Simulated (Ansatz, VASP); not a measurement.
## HfIn4SiO6: VASP beside Ansatz

The input INCAR:

```
SYSTEM = HfIn4SiO6
  PREC = Accurate
  ENCUT = 520
  EDIFF = 1E-7
  ISMEAR = -1
  SIGMA = 0.05
  LREAL = .FALSE.
  LASPH = .TRUE.
  NELM = 80
  ALGO = Normal
  ISIF = 2
  LWAVE = .FALSE.
  LCHARG = .TRUE.
  GGA = PE
  LVHAR = .TRUE.
  KPAR = 4
```

File KPOINTS:

```
regular mesh
0
G
  6 6 4
  0 0 0
```

The input POSCAR:

```
HfIn4SiO6
1.0
    2.7160300000     -4.7033200000      0.0044800000
    2.7160300000      4.7033200000      0.0044800000
   -1.8630900000      0.0000000000      7.4041500000
Hf In Si O
1 4 1 6
Direct
    0.2048000000      0.7952000000      0.0000000000
    0.3713900000      0.6286100000      0.5000000000
    0.5381200000      0.4618800000      0.0000000000
    0.0350000000      0.9650000000      0.5000000000
    0.7090700000      0.2909300000      0.5000000000
    0.8714600000      0.1285400000      0.0000000000
    0.1074100000      0.0691800000      0.8666700000
    0.9308200000      0.8925900000      0.1333300000
    0.8397500000      0.3782000000      0.8666900000
    0.6218000000      0.1602500000      0.1333100000
    0.1981300000      0.4689100000      0.1333800000
    0.5310900000      0.8018700000      0.8666200000
```

input.yaml

```yaml
crystal:
  lattice:
    - [2.71603, -4.70332, 0.00448]
    - [2.71603, 4.70332, 0.00448]
    - [-1.86309, 0.0, 7.40415]
  atoms:
    - { symbol: Hf, position: [0.2048, 0.7952, 0.0] }
    - { symbol: In, position: [0.37139, 0.62861, 0.5] }
    - { symbol: In, position: [0.53812, 0.46188, 0.0] }
    - { symbol: In, position: [0.035, 0.965, 0.5] }
    - { symbol: In, position: [0.70907, 0.29093, 0.5] }
    - { symbol: Si, position: [0.87146, 0.12854, 0.0] }
    - { symbol: O, position: [0.10741, 0.06918, 0.86667] }
    - { symbol: O, position: [0.93082, 0.89259, 0.13333] }
    - { symbol: O, position: [0.83975, 0.3782, 0.86669] }
    - { symbol: O, position: [0.6218, 0.16025, 0.13331] }
    - { symbol: O, position: [0.19813, 0.46891, 0.13338] }
    - { symbol: O, position: [0.53109, 0.80187, 0.86662] }
hamiltonian:
  xc: pbe
  pseudopotentials: { kind: paw }
kpoints:
  mp_grid: { grid: [6, 6, 4] }
scf:
  occupations: { method: fermi_dirac, width: 0.05 }
output:
  forces: true
  stress: true
  eigenvalues: true
  write_density: true
  write_potential: true
  elf: true
  volumetric_format: npy
```

The cell was built by a generator and needn't be a form met in nature.

Alike in both runs: functional PBE; k mesh 6 × 6 × 4; occupations fermi-dirac, width 0.05 eV; no spin polarisation.

```csv
,VASP,Ansatz
version,VASP 6.6.1,Ansatz 0.2.0
potentials or method,"VASP PAW PBE potentials, release 64 (Hf_pv, In_d, Si, O)",Ansatz PAW
plane-wave cutoff (eV),520,420
valence electrons in the cell,102,118
task,electrostatic potential,single point
```

```csv
,VASP,Ansatz,Ansatz less VASP
gap on the k mesh at the Fermi level (eV),none,none,-
pressure (GPa),-0.4,0.0,+0.42
largest component of the traceless stress (GPa),0.07,0.15,+0.081
rms of the force components (eV/Å),0.052,0.005,-0.0477
```

Atom by atom the forces differ by 0.055 eV/Å (rms over components). A gap of «none» marks a metal or a gap that the smearing closes. The two sets of potentials don't hold the same shells in valence.

Caveats: the pressure holds a Pulay correction of +0.4 GPa for the finite cutoff (Ansatz). Spin-orbit coupling is left out, which matters for the levels of Hf.
